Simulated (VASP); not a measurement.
Input:

```
Si
1.0
    3.87907     0.00000     0.00000
   -1.93953     3.35937     0.00000
    0.00000     0.00000    15.72144
Si
2
Direct
  0.00000   0.00000   0.50000
  0.66667   0.33333   0.50000
```

Calculation: r2SCAN meta-GGA, VASP's PBE PAW potentials (set 64) (plane waves; VASP). Settings: 400 eV cut-off, 9×9×1 Γ-centred mesh, tetrahedra with Blöchl corrections, potentials Si.

The cell holds a wide vacuum, so values per volume refer to the whole cell.

**Question.** What does the run give for the energy per atom (σ→0), band gap (over mesh and band path) with the smallest direct gap where there is one?

**Answer.** 
- band gap (over mesh and band path) = none (metal, semimetal or under 0.01 eV)
- energy per atom (σ→0) = -8055 meV/atom

Total energies compare only between runs with the same potentials, cut-off and functional.

The cell is a sheet with vacuum, built from a generated structure.
